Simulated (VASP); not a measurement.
Given:

```yaml
crystal:
  lattice:
    - [-2.57318, 2.57318, 6.17382]
    - [2.57318, -2.57318, 6.17382]
    - [2.57318, 2.57318, -6.17382]
  atoms:
    - { symbol: Ba, position: [0.00000, 0.00000, 0.00000] }
    - { symbol: In, position: [0.75000, 0.25000, 0.50000] }
    - { symbol: In, position: [0.25000, 0.75000, 0.50000] }
    - { symbol: In, position: [0.61779, 0.61779, 0.00000] }
    - { symbol: In, position: [0.38221, 0.38221, 0.00000] }
```

Calculation: PBEsol GGA, VASP's PBE PAW potentials (set 64) (plane waves; VASP 6.6.1). Settings: 300 eV cut-off, 5×5×5 Γ-centred mesh, Gaussian smearing of 0.27 eV, potentials Ba_sv In_d.

**Question.** Give the energies of bands 25 to 36 at the high-symmetry points, in eV from the Fermi level.

**Answer.** 
| band | Γ | X | P | N | M | S | R |
|---|---|---|---|---|---|---|---|
| 25 | -8.55 | -6.34 | -6.32 | -7.04 | -7.98 | -7.07 | -6.30 |
| 26 | -4.44 | -5.41 | -5.39 | -6.76 | -6.55 | -6.70 | -6.12 |
| 27 | -4.01 | -5.37 | -5.39 | -4.28 | -3.06 | -4.79 | -5.29 |
| 28 | -2.87 | -5.02 | -5.08 | -3.29 | -1.84 | -2.20 | -4.14 |
| 29 | -1.82 | -2.47 | -2.25 | -1.10 | -1.84 | -1.28 | -2.62 |
| 30 | -1.82 | -1.70 | -1.59 | -0.25 | 0.00 | -1.01 | -1.58 |
| 31 | -0.09 | -1.47 | -1.59 | -0.22 | 0.10 | -0.40 | -1.37 |
| 32 | 0.54 | 0.85 | 0.07 | -0.06 | 0.39 | 0.31 | 0.78 |
| 33 | 0.54 | 1.74 | 2.23 | 0.41 | 1.22 | 0.52 | 1.68 |
| 34 | 1.28 | 2.02 | 2.23 | 0.50 | 1.22 | 1.49 | 2.15 |
| 35 | 2.13 | 2.85 | 3.41 | 1.41 | 1.63 | 1.92 | 3.12 |
| 36 | 2.66 | 3.44 | 3.41 | 2.90 | 2.13 | 2.14 | 3.31 |

It has no gap at this level: it comes out as a metal or semimetal.

The structure comes from a computed database's BaIn4 entry (I4/mmm); how it stands against other phases isn't given here. The cell was not relaxed at this level. The k-mesh is coarse (spacing up to 0.35 per Å, 2π included), so the numbers may not be converged in it.
